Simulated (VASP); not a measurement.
Given:

```xyz
4
Lattice="3.1972 0.0000 0.0000 -1.5986 2.7689 0.0000 0.0000 0.0000 5.2070" Properties=species:S:1:pos:R:3 pbc="T T T"
Ga     1.5986     0.9230     3.0784
Ga     0.0000     1.8459     0.4749
N      1.5986     0.9230     5.0445
N      0.0000     1.8459     2.4410
```

Computed with PBE GGA, VASP's PBE PAW potentials (set 64) (plane waves; VASP). Settings: 400 eV cut-off, 6×6×4 Γ-centred mesh, Fermi-Dirac smearing of 0.050 eV, potentials Ga_d N.

Question: Estimate the energy per atom (σ→0), band gap (on the k-mesh) with the smallest direct gap where there is one.

Answer: 
The band gap (on the k-mesh) comes out as 1.84 eV, the smallest direct gap (on the k-mesh) is 1.84 eV and the energy per atom (σ→0) is -6.078 eV/atom.

Only differences to runs with the same potentials and settings are physical.

The structure comes from a measured GaN entry (P6_3mc) of the Crystallography Open Database, whose conditions weren't checked. The cell was not relaxed at this level.
